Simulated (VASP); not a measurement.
# Be4TeSe3 (I-42m) in VASP: notebook

One crystal, Be4TeSe3, is run at these levels: PBE; tasks: band structure, Born charges and dielectric tensor.

Program: VASP 6.6.1. These are calculated values, not measurements. Logs are shortened: lines on timing, memory, paths and dates and some standing lists are left out, and cuts for length are marked.

## Step 1: The structure

It takes space group I-42m (No. 121, tetragonal). The conventional cell has a = 5.308 Å, b = 5.308 Å, c = 10.603 Å, α = 90.00°, β = 90.00°, γ = 90.00°. Around Be (site symmetry m) lie 3 Se at 2.25 to 2.27 Å and 1 Te at 2.41 Å. Around Te (site symmetry -42m) lie 4 Be at 2.41 Å. Se (site symmetry -4) is surrounded by 4 Be at 2.27 Å. Se (site symmetry -42m) is surrounded by 4 Be at 2.25 Å.

The cell was built by a generator and needn't be a form met in nature.

## Step 2: Band structure, PBE

The input, INCAR:

```
SYSTEM = Be4TeSe3
PREC     = Accurate       ! precision mode
ENCUT    = 520            ! plane-wave cutoff, eV
EDIFF    = 1E-7           ! SCF threshold, eV
ISMEAR   = 0              ! smearing method
SIGMA    = 0.03           ! smearing width, eV
LREAL    = .False.        ! projectors in reciprocal space
LASPH    = .True.         ! aspherical terms in the spheres
NELM     = 80             ! most SCF steps
ALGO     = Fast           ! electronic algorithm
ISIF     = 2              ! what is computed and relaxed
LWAVE    = .False.        ! write WAVECAR
LCHARG   = .False.        ! write CHGCAR
GGA      = PE             ! functional
NBANDS   = 26             ! bands
KPAR     = 4
```

The input, KPOINTS:

```
Automatic mesh
0
Gamma
  6 6 6
  0 0 0
```

The input, POSCAR:

```
Be4TeSe3
1.0
   -2.6541400000      2.6541400000      5.3014100000
    2.6541400000     -2.6541400000      5.3014100000
    2.6541400000      2.6541400000     -5.3014100000
Be Te Se
4 1 3
Direct
    0.3666420000      0.8933660000      0.0000000000
    0.8933660000      0.3666420000      0.0000000000
    0.6333580000      0.6333580000      0.5267240000
    0.1066340000      0.1066340000      0.4732760000
    0.5000000000      0.5000000000      0.0000000000
    0.7500000000      0.2500000000      0.5000000000
    0.2500000000      0.7500000000      0.5000000000
    0.0000000000      0.0000000000      0.0000000000
```

The input, KPOINTS_OPT:

```
path GXYSGZS1NPY1Z,XP
20
line-mode
reciprocal
 0.0000000000  0.0000000000  0.0000000000  G
 0.5000000000 -0.5000000000  0.0000000000  X

 0.5000000000 -0.5000000000  0.0000000000  X
 0.5000000000 -0.5000000000  0.1253241803  Y

 0.5000000000 -0.5000000000  0.1253241803  Y
 0.3126620902 -0.3126620902  0.3126620902  S

 0.3126620902 -0.3126620902  0.3126620902  S
 0.0000000000  0.0000000000  0.0000000000  G

 0.0000000000  0.0000000000  0.0000000000  G
 0.5000000000  0.5000000000 -0.5000000000  Z

 0.5000000000  0.5000000000 -0.5000000000  Z
 0.6873379098  0.3126620902 -0.3126620902  S1

 0.6873379098  0.3126620902 -0.3126620902  S1
 0.5000000000  0.0000000000  0.0000000000  N

 0.5000000000  0.0000000000  0.0000000000  N
 0.7500000000 -0.2500000000 -0.2500000000  P

 0.7500000000 -0.2500000000 -0.2500000000  P
 0.8746758197  0.1253241803 -0.5000000000  Y1

 0.8746758197  0.1253241803 -0.5000000000  Y1
 0.5000000000  0.5000000000 -0.5000000000  Z

 0.5000000000 -0.5000000000  0.0000000000  X
 0.7500000000 -0.2500000000 -0.2500000000  P
```

Potentials or basis: VASP PAW PBE potentials, release 64 (Be, Te, Se).

On the command line:

```console
$ cat potpaw_PBE.64/Be/POTCAR potpaw_PBE.64/Te/POTCAR potpaw_PBE.64/Se/POTCAR > POTCAR
$ mpirun -np 4 vasp_std > vasp.out
```

OUTCAR:

```text
SYSTEM = Be4TeSe3
   PREC = Accurate
   ENCUT = 520
   EDIFF = 1E-7
   ISMEAR = 0
   LREAL = .False.
   LASPH = .True.
   NELM = 80
   ISIF = 2
   GGA = PE

 ion  position               nearest neighbor table
   1  0.367  0.893  0.000-   8 2.25   6 2.27   7 2.27   5 2.41
   2  0.893  0.367  0.000-   8 2.25   7 2.27   6 2.27   5 2.41
   3  0.633  0.633  0.527-   8 2.25   7 2.27   6 2.27   5 2.41
   4  0.107  0.107  0.473-   8 2.25   7 2.27   6 2.27   5 2.41
   5  0.500  0.500  0.000-   3 2.41   1 2.41   2 2.41   4 2.41
   6  0.750  0.250  0.500-   2 2.27   3 2.27   4 2.27   1 2.27
   7  0.250  0.750  0.500-   1 2.27   3 2.27   4 2.27   2 2.27
   8  0.000  0.000  0.000-   1 2.25   2 2.25   3 2.25   4 2.25

  LATTYP: Found a body centered tetragonal cell.
 ALAT       =     5.3082800000
 C/A-ratio  =     1.9974115909

  Lattice vectors:

 A1 = (  -2.6541400000,   2.6541400000,   5.3014100000)
 A2 = (   2.6541400000,  -2.6541400000,   5.3014100000)
 A3 = (   2.6541400000,   2.6541400000,  -5.3014100000)

Analysis of symmetry for initial positions (statically):
=====================================================================
 Subroutine PRICEL returns:
 Original cell was already a primitive cell.

 Routine SETGRP: Setting up the symmetry group for a
 body centered tetragonal supercell.

 Subroutine GETGRP returns: Found  8 space group operations
 (whereof  8 operations were pure point group operations)
 out of a pool of 16 trial point group operations.

The static configuration has the point symmetry D_2d.

Analysis of symmetry for dynamics (positions and initial velocities):
=====================================================================
 Subroutine PRICEL returns:
 Original cell was already a primitive cell.

 Routine SETGRP: Setting up the symmetry group for a
 body centered tetragonal supercell.

 Subroutine GETGRP returns: Found  8 space group operations
 (whereof  8 operations were pure point group operations)
 out of a pool of 16 trial point group operations.

The dynamic configuration has the point symmetry D_2d.

 Subroutine INISYM returns: Found  8 space group operations
 (whereof  8 operations are pure point group operations),
 and found     1 'primitive' translations

----------------------------------------------------------------------------------------

                                     Primitive cell

  volume of cell :     149.3823

  direct lattice vectors                    reciprocal lattice vectors
    -2.654140000  2.654140000  5.301410000     0.000000000  0.188384938  0.094314531
     2.654140000 -2.654140000  5.301410000     0.188384938  0.000000000  0.094314531
     2.654140000  2.654140000 -5.301410000     0.188384938  0.188384938  0.000000000

  length of vectors
     6.495680585  6.495680585  6.495680585     0.210675380  0.210675380  0.266416535

  position of ions in fractional coordinates (direct lattice)
     0.366642000  0.893366000  0.000000000
     0.893366000  0.366642000  0.000000000
     0.633358000  0.633358000  0.526724000
     0.106634000  0.106634000  0.473276000
     0.500000000  0.500000000  0.000000000
     0.750000000  0.250000000  0.500000000
     0.250000000  0.750000000  0.500000000
     0.000000000  0.000000000  0.000000000

  ion indices of the primitive-cell ions
   primitive index   ion index
                 1           1
                 2           2
                 3           3
                 4           4
                 5           5
                 6           6
                 7           7
                 8           8

----------------------------------------------------------------------------------------

 KPOINTS: Automatic mesh

Automatic generation of k-mesh.
 Grid dimensions read from file:
 generate k-points for:    6    6    6

 Generating k-lattice:

  Cartesian coordinates                     Fractional coordinates (reciprocal lattice)
     0.000000000  0.031397490  0.015719089     0.166666667  0.000000000  0.000000000
     0.031397490  0.000000000  0.015719089     0.000000000  0.166666667  0.000000000
     0.031397490  0.031397490  0.000000000     0.000000000  0.000000000  0.166666667

  Length of vectors
     0.035112563  0.035112563  0.044402756

  Shift w.r.t. Gamma in fractional coordinates (k-lattice)
     0.000000000  0.000000000  0.000000000

 Subroutine IBZKPT returns following result:
 ===========================================

 Found     30 irreducible k-points:

 Following reciprocal coordinates:
            Coordinates               Weight
  0.000000  0.000000  0.000000      1.000000
  0.166667 -0.000000  0.000000      8.000000
  0.333333 -0.000000  0.000000      8.000000
  0.500000 -0.000000  0.000000      4.000000
  0.166667  0.166667  0.000000      8.000000
  0.333333  0.166667  0.000000     16.000000
[... 16 lines left out ...]
 -0.333333 -0.333333  0.166667      8.000000
 -0.166667 -0.333333  0.166667      8.000000
 [... further k-points ...]
   k-points           NKPTS =     30   k-points in BZ     NKDIM =     30   number of bands    NBANDS=     26
   number of dos      NEDOS =    301   number of ions     NIONS =      8
   total plane-waves  NPLWV = 110592
   dimension x,y,z NGX =    48 NGY =   48 NGZ =   48
   dimension x,y,z NGXF=    96 NGYF=   96 NGZF=   96
   ions per type =               4   1   3
   NGX,Y,Z   is equivalent  to a cutoff of  12.28, 12.28, 12.28 a.u.
   NGXF,Y,Z  is equivalent  to a cutoff of  24.57, 24.57, 24.57 a.u.
 SYSTEM =  Be4TeSe3
   PREC   = accura    normal or accurate (medium, high low for compatibility)
   ISTART =      0    job   : 0-new  1-cont  2-samecut
   ICHARG =      2    charge: 1-file 2-atom 10-const
   ISPIN  =      1    spin polarized calculation?
   LNONCOLLINEAR =      F non collinear calculations
   LSORBIT =      F    spin-orbit coupling
   LASPH  =      T    aspherical Exc in radial PAW
   ENCUT  =  520.0 eV  38.22 Ry    6.18 a.u.  12.08 12.08 12.08*2*pi/ulx,y,z
   NELM   =     80;   NELMIN=  2; NELMDL= -5     # of ELM steps
   EDIFF  = 0.1E-06   stopping-criterion for ELM
   LREAL  =      F    real-space projection
   EDIFFG = 0.1E-05   stopping-criterion for IOM
   NSW    =      0    number of steps for IOM
   IBRION =     -1    ionic relax: 0-MD 1-quasi-New 2-CG
   NFREE  =      0    steps in history (QN), initial steepest desc. (CG)
   ISIF   =      2    stress and relaxation
   ISYM   =      2    0-nonsym 1-usesym 2-fastsym
   POTIM  = 0.5000    time-step for ionic-motion
   TEBEG  =    0.0;   TEEND  =   0.0 temperature during run
   PSTRESS=    0.0 pullay stress
   NELECT =      32.0000    total number of electrons
   NUPDOWN=      -1.0000    fix difference up-down
   EMIN   =  10.00;   EMAX   =-10.00  energy-range for DOS
   EFERMI =   0.00;   METHOD = LEGACY
   ISMEAR =     0;   SIGMA  =   0.03  broadening in eV -4-tet -1-fermi 0-gaus
   EFERMI_NEDOS =   21; number of points for ismear=-14 and -15
   IALGO  =     68    algorithm
   IMIX   =      4    mixing-type and parameters
     AMIX     =   0.40;   BMIX     =  1.00
     AMIX_MAG =   1.60;   BMIX_MAG =  1.00
  volume/ion in A,a.u.               =      18.67       126.01
  Fermi-wavevector in a.u.,A,eV,Ry     =   0.979547  1.851075 13.054950  0.959512
  Thomas-Fermi vector in A             =   2.110408
   LORBIT       =      0    0 simple, 1 ext, 2 COOP (PROOUT), +10 PAW based schemes
   GGA     = PE    functional components
   LHFCALC =     F    Hartree Fock is set to
   AEXX    =    0.0000 exact exchange contribution
   IVDW    =     0    specifies the selected vdW correction
   LEPSILON=     F    determine dielectric tensor
   LRPA    =     F    only Hartree local field effects (RPA)
 non-spin polarized calculation
 RMM-DIIS sequential band-by-band and
 Gauss-broadening in eV      SIGMA  =   0.03
  energy-cutoff  :      520.00
  volume of cell :      149.38
 maximum number of plane-waves:      4044
   NGX = 25   NGY = 25   NGZ = 25

 number of electron      32.0000002 magnetization

 Free energy of the ion-electron system (eV)
  ---------------------------------------------------
  ext. energy  EPLUGINS =         0.00000000
  ---------------------------------------------------
  free energy    TOTEN  =       -34.00857278 eV

  energy without entropy =      -34.00857278  energy(sigma->0) =      -34.00857278

 E-fermi :   3.9186     XC(G=0):  -9.2547

 val. band max:        3.7400915818   @ k =   0.0000   0.0000   0.0000
 cond. band min:       6.0671162858   @ k =   0.0000   0.0000   0.0000
 fundamental gap:      2.3270247040
 Fermi energy:         3.9186351664

 k-point     1 :       0.0000    0.0000    0.0000
  band No.  band energies     occupation
      1      -9.8022      2.00000
      2      -8.4722      2.00000
      3      -8.4221      2.00000
      4      -6.4180      2.00000
      5      -1.3108      2.00000
      6      -0.7075      2.00000
[... 18 lines left out ...]
     25      10.2412      0.00000
     26      10.4920      0.00000

 k-point     2 :       0.1667   -0.0000    0.0000
  band No.  band energies     occupation
      1      -9.7085      2.00000
      2      -8.5140      2.00000
      3      -8.4812      2.00000
      4      -6.4906      2.00000
      5      -1.1693      2.00000
      6      -0.8456      2.00000
[... 18 lines left out ...]
     25       9.8644      0.00000
     26      10.2600      0.00000

 k-point     3 :       0.3333   -0.0000    0.0000
  band No.  band energies     occupation
      1      -9.4544      2.00000
      2      -8.7096      2.00000
      3      -8.5530      2.00000
      4      -6.6466      2.00000
      5      -0.9812      2.00000
      6      -0.8145      2.00000
[... 18 lines left out ...]
     25       9.9329      0.00000
     26      10.3038      0.00000

 k-point     4 :       0.5000   -0.0000    0.0000
  band No.  band energies     occupation
      1      -9.2022      2.00000
      2      -8.9411      2.00000
      3      -8.5801      2.00000
      4      -6.7282      2.00000
      5      -0.9396      2.00000
      6      -0.7865      2.00000
[... 18 lines left out ...]
     25      10.1315      0.00000
     26      10.2548      0.00000
[... 496 lines left out ...]
      1      -9.2854      2.00000
      2      -8.8480      2.00000
      3      -8.6047      2.00000
      4      -6.7326      2.00000
      5      -0.8822      2.00000
      6      -0.7292      2.00000
[... 18 lines left out ...]
     25       9.8785      0.00000
     26      10.1528      0.00000

 k-point    23 :      -0.3333   -0.3333    0.1667
  band No.  band energies     occupation
      1      -9.3946      2.00000
      2      -8.7906      2.00000
      3      -8.5555      2.00000
      4      -6.7032      2.00000
      5      -1.0168      2.00000
      6      -0.9744      2.00000
[... 18 lines left out ...]
     25       9.6632      0.00000
     26      10.8268      0.00000

 k-point    24 :      -0.1667   -0.3333    0.1667
  band No.  band energies     occupation
      1      -9.5678      2.00000
      2      -8.6764      2.00000
      3      -8.4939      2.00000
      4      -6.6059      2.00000
      5      -1.0086      2.00000
      6      -0.9614      2.00000
[... 18 lines left out ...]
     25       9.3315      0.00000
     26      10.0637      0.00000

 [... further k-points ...]

------------------------ aborting loop because EDIFF is reached ----------------------------------------

  FORCE on cell =-STRESS in cart. coord.  units (eV):
  Direction    XX          YY          ZZ          XY          YZ          ZX
  --------------------------------------------------------------------------------------
  -------------------------------------------------------------------------------------
  Total       -0.0038510     -0.0038510     -0.0126468      0.0000000      0.0000000      0.0000000
  in kB       -0.0413036     -0.0413036     -0.1356409      0.0000000      0.0000000      0.0000000
  external PRESSURE =      -0.0727494 kB  Pullay stress =       0.0000000 kB

 VOLUME and BASIS-vectors are now :
 -----------------------------------------------------------------------------
  energy-cutoff  :      520.00
  volume of cell :      149.38
      direct lattice vectors                 reciprocal lattice vectors
    -2.654140000  2.654140000  5.301410000     0.000000000  0.188384938  0.094314531
     2.654140000 -2.654140000  5.301410000     0.188384938  0.000000000  0.094314531
     2.654140000  2.654140000 -5.301410000     0.188384938  0.188384938  0.000000000

 POSITION                                       TOTAL-FORCE (eV/Angst)
 -----------------------------------------------------------------------------------
      1.39800     -1.39800      6.67982        -0.001325      0.001325     -0.003172
     -1.39800      1.39800      6.67982         0.001325     -0.001325     -0.003172
      1.39800      1.39800      3.92300        -0.001325     -0.001325      0.003172
      1.25614      1.25614     -1.37841         0.001325      0.001325      0.003172
      0.00000      0.00000      5.30141         0.000000     -0.000000     -0.000000
      0.00000      2.65414      2.65070         0.000000     -0.000000     -0.000000
      2.65414      0.00000      2.65070         0.000000     -0.000000     -0.000000
      0.00000      0.00000      0.00000         0.000000     -0.000000     -0.000000
 -----------------------------------------------------------------------------------
    total drift:                               -0.000003     -0.000003     -0.000003

  FREE ENERGIE OF THE ION-ELECTRON SYSTEM (eV)
  ---------------------------------------------------
  free  energy   TOTEN  =       -34.0085727816 eV

  energy  without entropy=      -34.0085727816  energy(sigma->0) =      -34.00857278
```

Run time: 93 s. Hardware: 4 MPI ranks of Intel Xeon 6975P-C (Granite Rapids), shared host; peak memory 0.45 GiB.

Results:

```
Free energy             : -34.0086 eV
Pressure                : 0.0 GPa
Largest force           : 0.004 eV/Å
Band gap on the k mesh  : 2.33 eV, direct
Band gap along the path : 2.33 eV, direct
```

Forces on the atoms (eV/Å):
```
Be  -0.001  0.001 -0.003
Be   0.001 -0.001 -0.003
Be  -0.001 -0.001  0.003
Be   0.001  0.001  0.003
Te   0.000  0.000  0.000
Se   0.000  0.000  0.000
Se   0.000  0.000  0.000
Se   0.000  0.000  0.000
```

Levels at the corners of the path, in eV from the valence-band top:
```tsv
point	band 12	band 13	band 14	band 15	band 16	band 17	band 18	band 19	band 20	band 21
Γ	-2.63	-2.63	-0.02	0.00	0.00	2.33	3.70	4.04	4.60	4.61
X	-1.48	-1.40	-0.97	-0.71	-0.57	3.57	3.98	4.44	4.86	5.45
X	-1.48	-1.40	-0.97	-0.71	-0.57	3.57	3.98	4.44	4.86	5.45
Y	-1.66	-1.56	-1.09	-0.94	-0.80	3.82	4.22	5.10	5.17	5.34
Y	-1.66	-1.56	-1.09	-0.94	-0.80	3.82	4.22	5.10	5.17	5.34
S	-2.62	-2.15	-1.86	-1.03	-0.90	3.04	4.50	4.77	4.86	5.28
S	-2.62	-2.15	-1.86	-1.03	-0.90	3.04	4.50	4.77	4.86	5.28
Γ	-2.63	-2.63	-0.02	0.00	0.00	2.33	3.70	4.04	4.60	4.61
Γ	-2.63	-2.63	-0.02	0.00	0.00	2.33	3.70	4.04	4.60	4.61
Z	-2.18	-1.97	-1.97	-1.21	-1.21	2.35	2.49	3.24	3.56	3.73
Z	-2.18	-1.97	-1.97	-1.21	-1.21	2.35	2.49	3.24	3.56	3.73
S1	-2.62	-2.15	-1.86	-1.03	-0.90	3.04	4.50	4.77	4.86	5.28
S1	-2.62	-2.15	-1.86	-1.03	-0.90	3.04	4.50	4.77	4.86	5.28
N	-2.42	-1.91	-1.89	-1.51	-0.84	4.19	4.58	4.90	4.91	5.61
N	-2.42	-1.91	-1.89	-1.51	-0.84	4.19	4.58	4.90	4.91	5.61
P	-1.54	-1.52	-1.51	-0.71	-0.71	4.22	4.22	4.36	5.09	5.50
P	-1.54	-1.52	-1.51	-0.71	-0.71	4.22	4.22	4.36	5.09	5.50
Y1	-1.66	-1.56	-1.09	-0.94	-0.80	3.82	4.22	5.10	5.17	5.34
Y1	-1.66	-1.56	-1.09	-0.94	-0.80	3.82	4.22	5.10	5.17	5.34
Z	-2.18	-1.97	-1.97	-1.21	-1.21	2.35	2.49	3.24	3.56	3.73
X	-1.48	-1.40	-0.97	-0.71	-0.57	3.57	3.98	4.44	4.86	5.45
P	-1.54	-1.52	-1.51	-0.71	-0.71	4.22	4.22	4.36	5.09	5.50
```

Caveat: spin-orbit coupling is left out, which moves the levels of the heavy elements.

[end of part 1 of 2]
